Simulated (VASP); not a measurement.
Given:

```
CELL_PARAMETERS angstrom
      0.00000     2.85130     2.85130
      2.85130     0.00000     2.85130
      2.85130     2.85130     0.00000
ATOMIC_POSITIONS crystal
  Li 0.25000 0.25000 0.25000
  Li 0.75000 0.75000 0.75000
  S  0.00000 0.00000 0.00000
```

These are vdW-DF-cx, VASP's PBE PAW potentials (set 64) (plane waves; VASP) values and carry that method's errors. Run with 520 eV cut-off, Gaussian smearing of 0.050 eV, potentials Li_sv S.

Problem. Give the energies of bands 4 to 9 at the high-symmetry points, in eV from the valence-band maximum.

Solution. 
```json
[
 {"band": "4", "Γ": "0.00", "X": "-2.15", "U": "-2.06", "L": "-2.87", "W": "-1.81"},
 {"band": "5", "Γ": "0.00", "X": "-1.41", "U": "-1.95", "L": "-0.50", "W": "-1.81"},
 {"band": "6", "Γ": "0.00", "X": "-1.41", "U": "-1.14", "L": "-0.50", "W": "-1.75"},
 {"band": "7", "Γ": "4.26", "X": "3.34", "U": "4.55", "L": "6.16", "W": "5.41"},
 {"band": "8", "Γ": "6.32", "X": "7.17", "U": "8.10", "L": "6.61", "W": "7.32"},
 {"band": "9", "Γ": "6.32", "X": "11.15", "U": "9.53", "L": "6.61", "W": "8.97"}
]
```

The gap is indirect, 3.34 eV, from the valence maximum at Γ to the conduction minimum at X.

The compound is Li2S in the antifluorite structure. It was relaxed first.
